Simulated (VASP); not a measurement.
Computed with PW91 GGA, VASP's PBE PAW potentials (set 64) (plane waves; VASP).

The input files of a VASP run:

File POSCAR:
```
CdSe
4.3856670
  0.0000000000   0.7071067413   0.7071067413
  0.7071067413   0.0000000000   0.7071067413
  0.7071067413   0.7071067413   0.0000000000
Cd Se
1 1
Cart
  0.0000000000   0.0000000000   0.0000000000
  0.3535533707   0.3535533707   0.3535533707
```

### INCAR
```
# general
SYSTEM =CdSe
PREC   =Accurate
ENCUT  =520
LREAL  =F
LASPH  =T
ICHARG =11

# electronic loop
EDIFF  =1E-7
NELM   =100
ALGO   =Normal
LMAXMIX=4

# smearing
ISMEAR =0
SIGMA  =0.05

# functional
GGA    =91

# output
LWAVE  =F
LCHARG =F
LORBIT =11
```

### KPOINTS
```
k-points along high-symmetry lines
15
Line-mode
Reciprocal
  0.000000   0.000000   0.000000 ! GAMMA
 -0.500000  -0.500000   0.000000 ! X

 -0.500000  -0.500000   0.000000 ! X
 -0.375000  -0.375000   0.250000 ! U

 -0.375000  -0.000000   0.375000 ! K
  0.000000   0.000000   0.000000 ! GAMMA

  0.000000   0.000000   0.000000 ! GAMMA
 -0.000000  -0.000000   0.500000 ! L

 -0.000000  -0.000000   0.500000 ! L
 -0.500000  -0.250000   0.250000 ! W

 -0.500000  -0.250000   0.250000 ! W
 -0.500000  -0.500000   0.000000 ! X
```

POTCAR, in this order: Cd Se (PBE.64 set). Program: vasp_std. Read from the step before: CHGCAR.

Output

File OSZICAR:
```
       N       E                     dE             d eps       ncg     rms          rms(c)
DAV:   1     0.108217656419E+03    0.10822E+03   -0.89996E+03  2364   0.123E+03
DAV:   2    -0.247868301401E+00   -0.10847E+03   -0.10357E+03  2815   0.291E+02
DAV:   3    -0.473609316782E+01   -0.44882E+01   -0.44707E+01  2585   0.607E+01
DAV:   4    -0.475925060016E+01   -0.23157E-01   -0.23155E-01  2715   0.446E+00
DAV:   5    -0.475940754105E+01   -0.15694E-03   -0.15694E-03  2645   0.323E-01
DAV:   6    -0.475940946433E+01   -0.19233E-05   -0.19232E-05  2730   0.326E-02
DAV:   7    -0.475940949582E+01   -0.31495E-07   -0.31539E-07  2655   0.361E-03
   1 F= -.47594095E+01 E0= -.47594095E+01  d E =-.250541E-11
```

File OUTCAR:
```
 val. band max:        0.4425891386   @ k =   0.0000   0.0000   0.0000

 cond. band min:       0.9155289798   @ k =   0.0000   0.0000   0.0000



 k-point     1 :       0.0000    0.0000    0.0000
  band No.  band energies     occupation
      1     -11.8302      2.00000
      2      -7.3274      2.00000
      3      -7.3274      2.00000
      4      -7.3274      2.00000
      5      -7.0124      2.00000
      6      -7.0124      2.00000
      7       0.4426      2.00000
      8       0.4426      2.00000
      9       0.4426      2.00000
     10       0.9155      0.00000
     11       6.3568      0.00000
     12       6.3568      0.00000
     13       6.3568      0.00000

 k-point     2 :      -0.0357   -0.0357    0.0000
  band No.  band energies     occupation
      1     -11.8249      2.00000
      2      -7.3250      2.00000
      3      -7.3250      2.00000
      4      -7.3241      2.00000
      5      -7.0133      2.00000
      6      -7.0118      2.00000
      7       0.1895      2.00000
      8       0.4155      2.00000
      9       0.4155      2.00000
     10       1.1794      0.00000
     11       6.2843      0.00000
     12       6.3966      0.00000
     13       6.3966      0.00000

 k-point     3 :      -0.0714   -0.0714    0.0000
  band No.  band energies     occupation
      1     -11.8092      2.00000
      2      -7.3178      2.00000
      3      -7.3178      2.00000
      4      -7.3143      2.00000
      5      -7.0158      2.00000
      6      -7.0100      2.00000
      7      -0.1982      2.00000
      8       0.3370      2.00000
      9       0.3370      2.00000
     10       1.5981      0.00000
     11       6.0908      0.00000
     12       6.5133      0.00000
     13       6.5133      0.00000

 k-point     4 :      -0.1071   -0.1071    0.0000
  band No.  band energies     occupation
      1     -11.7839      2.00000
      2      -7.3061      2.00000
      3      -7.3061      2.00000
      4      -7.2975      2.00000
...
```

The density is held fixed in this step, so its total energy and stress have no physical meaning.

The compound is CdSe in the zinc blende structure, whereas wurtzite is the usual form. It was relaxed first, which changed the volume by +8 %.
